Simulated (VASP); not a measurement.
# GW on GaN, part 6 of 6

Aim: the quasiparticle gap of GaN, and what it costs to get it. The cell is of the zinc-blende type, one of the forms listed for this formula. The start is a computed cell from the Materials Project.

VASP 6.6.1, plane waves and PAW; the level of theory is named at each step.

So far, quasiparticle gap on the mesh (eV): step 4 (evGW0, evGW0 on PBE) 3.10; step 5 (QPGW0, QPGW0 on PBE) 3.41. Also gap on the k-mesh (eV): step 3 (empty bands, functional PBE) 1.72; step 7 (another starting point, HSE06) 2.99.

### Step 9. G0W0

This step: G0W0 on HSE06; plane waves and PAW (Ga_d_GW, N_GW) (VASP 6.6.1).

G0W0 keeps orbitals and screening fixed and shifts each of the lowest NBANDSGW levels once.

INCAR reads:

```
SYSTEM = GaN
PREC = Accurate
ENCUT = 450
ISMEAR = 0
SIGMA = 0.01
LREAL = .FALSE.
LHFCALC = .TRUE.
AEXX = 0.25
GGA = PE
HFSCREEN = 0.2
LASPH = .TRUE.
NBANDS = 152
PRECFOCK = Fast
ALGO = EVGW0
NELMGW = 1
ENCUTGW = 200
NOMEGA = 48
NBANDSGW = 24
LWAVE = .FALSE.
LCHARG = .FALSE.
```

POSCAR reads:

```
GaN
1.0
    0.0000000000      2.2535006075      2.2535006075
    2.2535006075      0.0000000000      2.2535006075
    2.2535006075      2.2535006075      0.0000000000
Ga N
1 1
Direct
    0.0000000000      0.0000000000      0.0000000000
    0.7500000000      0.7500000000      0.7500000000
```

KPOINTS reads:

```
Automatic mesh
0
Gamma
6 6 6
0 0 0
```

Potentials, in the order of the species: Ga_d_GW and N_GW (PBE family, release 64).

The run starts from files that an earlier step left in the folder.

Run with:

```bash
> mpirun -np 8 vasp_std
```

The log of the run:

```text
[banner, memory and clock lines left out]
running    8 mpi-ranks, on    1 nodes
 distrk:  each k-point on    8 cores,    1 groups
 distr:  one band on    1 cores,    8 groups

 POSCAR found type information on POSCAR GaN
 POSCAR found :  2 types and       2 ions
 [... a notice as in an earlier step ...]

 [... a notice as in an earlier step ...]

 LDA part: xc-table for (Slater+PW92), standard interpolation
 found WAVECAR, reading the header
 POSCAR, INCAR and KPOINTS ok, starting setup
 FFT: planning ... GRIDC
 FFT: planning ... GRID_SOFT
 FFT: planning ... GRID
 reading WAVECAR
 the WAVECAR file was read successfully
 initial charge from wavefunction
 available memory per node:     88.29 GB, setting MAXMEM to     90411

 The Fermi energy was updated, please check that it is located mid-gap
 values below the HOMO (VB) or above the LUMO (CB) will cause erroneous energies
 E-fermi :   5.7609

 calculate exact exchange contribution
 the WAVEDER file was read successfully
energies w=
    0.000    0.000    0.760    0.000    1.517    0.000    2.268    0.000
    3.010    0.000    3.742    0.000    4.462    0.000    5.168    0.000
    5.862    0.000    6.543    0.000    7.211    0.000    7.869    0.000
    8.517    0.000    9.158    0.000    9.793    0.000   10.425    0.000
   11.055    0.000   11.687    0.000   12.322    0.000   12.966    0.000
   13.619    0.000   14.287    0.000   14.972    0.000   15.680    0.000
   16.415    0.000   17.183    0.000   17.991    0.000   18.846    0.000
   19.757    0.000   20.735    0.000   21.794    0.000   22.949    0.000
   24.221    0.000   25.636    0.000   27.224    0.000   29.029    0.000
   31.105    0.000   33.528    0.000   36.400    0.000   39.868    0.000
   44.148    0.000   49.567    0.000   56.652    0.000   66.309    0.000
   80.227    0.000  101.974    0.000  140.594    0.000  227.722    0.000
 responsefunction array rank=     176
 LDA part: xc-table for (Slater+PW92), standard interpolation

 min. memory requirement per mpi rank    188.7 MB, per node   1509.8 MB

 allocating   6 responsefunctions rank=   176
 shmem allocating  48 responsefunctions rank=   176
 response function shared by NCSHMEM nodes    1
 Doing            6  frequencies on each core in blocks of           48
NQ=   1    0.0000    0.0000    0.0000,
|.........|.........|.........|.........|.........|.........|.........|.........
 performed        672000 updates of chi_q(r,r)
 total number of BLAS operations        153.71 Gflops
NQ=   2    0.1667    0.0000    0.0000,
|.........|.........|.........|.........|.........|.........|.........|.........
 performed       1840000 updates of chi_q(r,r)
 total number of BLAS operations        372.60 Gflops
NQ=   3    0.3333    0.0000    0.0000,
|.........|.........|.........|.........|.........|.........|.........|.........
 performed       3008000 updates of chi_q(r,r)
 total number of BLAS operations        591.49 Gflops
NQ=   4    0.5000    0.0000    0.0000,
|.........|.........|.........|.........|.........|.........|.........|.........
 performed       4001000 updates of chi_q(r,r)
 total number of BLAS operations        784.96 Gflops
NQ=   5    0.1667    0.1667    0.0000,
|.........|.........|.........|.........|.........|.........|.........|.........
 performed       5169000 updates of chi_q(r,r)
 total number of BLAS operations       1003.86 Gflops
NQ=   6    0.3333    0.1667    0.0000,
|.........|.........|.........|.........|.........|.........|.........|.........
 performed       6965000 updates of chi_q(r,r)
 total number of BLAS operations       1327.19 Gflops
NQ=   7    0.5000    0.1667    0.0000,
|.........|.........|.........|.........|.........|.........|.........|.........
 performed       8761000 updates of chi_q(r,r)
 total number of BLAS operations       1633.51 Gflops
NQ=   8   -0.3333    0.1667    0.0000,
|.........|.........|.........|.........|.........|.........|.........|.........
 performed      10557000 updates of chi_q(r,r)
 total number of BLAS operations       1935.65 Gflops
NQ=   9   -0.1667    0.1667    0.0000,
|.........|.........|.........|.........|.........|.........|.........|.........
 performed      12119000 updates of chi_q(r,r)
 total number of BLAS operations       2202.16 Gflops
NQ=  10    0.3333    0.3333    0.0000,
|.........|.........|.........|.........|.........|.........|.........|.........
 performed      13287000 updates of chi_q(r,r)
 total number of BLAS operations       2388.06 Gflops
NQ=  11    0.5000    0.3333    0.0000,
|.........|.........|.........|.........|.........|.........|.........|.........
 performed      15083000 updates of chi_q(r,r)
 total number of BLAS operations       2686.04 Gflops
NQ=  12   -0.3333    0.3333    0.0000,
|.........|.........|.........|.........|.........|.........|.........|.........
 performed      16645000 updates of chi_q(r,r)
 total number of BLAS operations       2938.15 Gflops
NQ=  13    0.5000    0.5000    0.0000,
|.........|.........|.........|.........|.........|.........|.........|.........
 performed      17536000 updates of chi_q(r,r)
 total number of BLAS operations       3098.64 Gflops
NQ=  14    0.5000    0.3333    0.1667,
|.........|.........|.........|.........|.........|.........|.........|.........
 performed      19551000 updates of chi_q(r,r)
 total number of BLAS operations       3447.00 Gflops
NQ=  15   -0.3333    0.3333    0.1667,
|.........|.........|.........|.........|.........|.........|.........|.........
 performed      21449000 updates of chi_q(r,r)
 total number of BLAS operations       3788.73 Gflops
NQ=  16   -0.3333    0.5000    0.1667,
|.........|.........|.........|.........|.........|.........|.........|.........
 performed      23019000 updates of chi_q(r,r)
 total number of BLAS operations       4071.35 Gflops
 resolving degeneracies of screened two electron integrals

 calculate QP shifts <psi_nk| G(iteration)W_0 |psi_nk>: iteration 1
 entering main loop
```

Wall time 3 min (8 MPI ranks of AMD EPYC 7R43, shared host); peak memory 2.4 GiB.

Parts of OUTCAR (step 9):

```text
   NELECT =      18.0000    total number of electrons

 E-fermi :   5.7609

 QP shifts <psi_nk| G(iteration)W_0 |psi_nk>: iteration 1
 for sc-GW calculations column KS-energies equals QP-energies in previous step
 and V_xc(KS)=  KS-energies - (<T + V_ion + V_H > + <T+V_H+V_ion>^1  + <V_x>^1)
 k-point   1 :       0.0000    0.0000    0.0000
  band No.  KS-energies  QP-energies   sigma(KS)   V_xc(KS)     V^pw_x(r,r')   Z            occupation Imag(sigma)
    ...
      6     -11.0490     -11.8736     -26.3898     -25.3152     -35.3524       0.7673       2.0000       0.1297
      7       4.2641       4.0815     -18.7074     -18.4779     -21.3163       0.7961       2.0000       0.0493
      8       4.2641       4.0815     -18.7074     -18.4779     -21.3163       0.7961       2.0000       0.0493
      9       4.2641       4.0815     -18.7074     -18.4779     -21.3163       0.7961       2.0000       0.0493
     10       7.2577       7.5857     -12.2678     -12.6655      -8.5894       0.8250       0.0000      -0.0640
     11      16.1983      16.4655     -10.2379     -10.5629      -5.2568       0.8223       0.0000      -0.0919
     12      16.1983      16.4655     -10.2379     -10.5629      -5.2568       0.8223       0.0000      -0.0919
     13      16.1983      16.4655     -10.2379     -10.5629      -5.2568       0.8223       0.0000      -0.0919
    ...

 k-point   2 :       0.1667    0.0000    0.0000
  band No.  KS-energies  QP-energies   sigma(KS)   V_xc(KS)     V^pw_x(r,r')   Z            occupation Imag(sigma)
    ...
      6     -11.0507     -11.8732     -26.3842     -25.3115     -35.3494       0.7668       2.0000       0.1307
      7       1.8742       1.6080     -17.2147     -16.8776     -20.0412       0.7895       2.0000       0.0568
      8       3.9732       3.7727     -18.4883     -18.2362     -21.1348       0.7949       2.0000       0.0496
      9       3.9732       3.7727     -18.4883     -18.2362     -21.1348       0.7949       2.0000       0.0496
     10       8.9203       9.2845     -12.8658     -13.3125      -9.0313       0.8151       0.0000      -0.0616
     11      15.1578      15.4640     -10.7360     -11.1110      -5.8014       0.8167       0.0000      -0.0899
     12      16.5900      16.8519     -10.4121     -10.7333      -5.3251       0.8153       0.0000      -0.1012
     13      16.5900      16.8519     -10.4121     -10.7333      -5.3251       0.8153       0.0000      -0.1012
    ...

[... 8 parts as in an earlier step ...]

[... 8 further parts left out ...]
```

This step gave:

```
quasiparticle gap on the mesh                 : 3.504 eV
smallest direct quasiparticle gap on the mesh : 3.504 eV
gap of the starting orbitals on the mesh      : 2.994 eV
```

GW takes the gap from 2.994 to 3.504 eV. That is +614 meV against the one-shot pass on PBE. Spin-orbit coupling is left out. The value holds for 152 bands, ENCUTGW = 200 eV and this mesh, and isn't shown to be converged in them.

### Step 10. Summary

This step: GW series: evGW0 on PBE, QPGW0 on PBE, G0W0 on HSE06; plane waves and PAW (VASP 6.6.1).

Derived from the runs above.

Cost is wall time times ranks on a shared host, with the step that makes the empty bands. GW runs:

```
        level  bands  ENCUTGW (eV)  NOMEGA  k mesh  starting gap (eV)  quasiparticle gap (eV)  direct gap (eV)  cost (core minutes)
 evGW0 on PBE    152           200      48   6x6x6              1.722                   3.103            3.103                85.45
 QPGW0 on PBE    152           200      48   6x6x6              1.722                   3.406            3.406                249.3
G0W0 on HSE06    152           200      48   6x6x6              2.994                   3.504            3.504                111.2
```

### Step 11. Summary of results

| Quantity | Value |
| --- | --- |
| evGW0 on PBE, 152 bands, ENCUTGW 200 eV, NOMEGA 48, mesh 6×6×6 | 1.722 → 3.102 eV |
| QPGW0 on PBE, 152 bands, ENCUTGW 200 eV, NOMEGA 48, mesh 6×6×6 | 1.722 → 3.406 eV |
| G0W0 on HSE06, 152 bands, ENCUTGW 200 eV, NOMEGA 48, mesh 6×6×6 | 2.994 → 3.504 eV |

evGW0 gives a quasiparticle gap of 3.102 eV on the mesh, 1.38 eV over the PBE gap on the same mesh. On mesh and path the starting valence top lies at Γ and the conduction bottom at Γ, so the starting gap is direct. Both points lie on the GW mesh. Over the final values of the levels run here the gap spans 3.10 to 3.50 eV. In evGW0 the first pass, which is the one-shot result, gives 2.890 eV and pass 4 gives 3.103 eV; the last pass changed the gap by +5 meV, so the loop is converged. In QPGW0 the first pass gives 2.867 eV and pass 4 gives 3.406 eV; the last pass changed the gap by +64 meV, so more passes would move it further. One-shot gaps: 2.890 eV from PBE and 3.504 eV from HSE06. The starting gaps span 1.27 eV and the one-shot gaps 0.61 eV. Bands, response cutoff and mesh weren't tested for convergence. In Ga_d_GW the d shell is in the valence without all the semicore s and p states of the same shell; those stay frozen in the core, and how far that moves the GW gap wasn't tested here. Spin-orbit coupling is left out; with Ga in the cell it can split or shift band edges, by an amount that depends on which atoms form them and isn't tested here. The given cell is kept, although it stands at +3.5 GPa at PBE and ENCUT = 450 eV, which holds the mismatch of the given cell with this functional and any basis-set error. Not tabulated here, as repeats of values shown or as unfit to read for their mesh, reference level or band range: eps2 curves (empty bands); eps1 curves and static values (empty bands); gaps (empty bands).

[Lines on the potential files, build, host, timing and source positions are cut from VASP's logs without a mark.]

[Logs are printed without paths, hosts, clocks, repeated set-up lines and the standing remarks that a program may print on its own settings, such as how far it seeks lower states.]

[Hosts, paths, dates, database ids (printed as entryN), source tags and the programs' standing remarks are cut or masked in the printed files.]

[Pressures printed for these runs are not shown converged in the cutoff: they can be off by several GPa and have the wrong sign.]
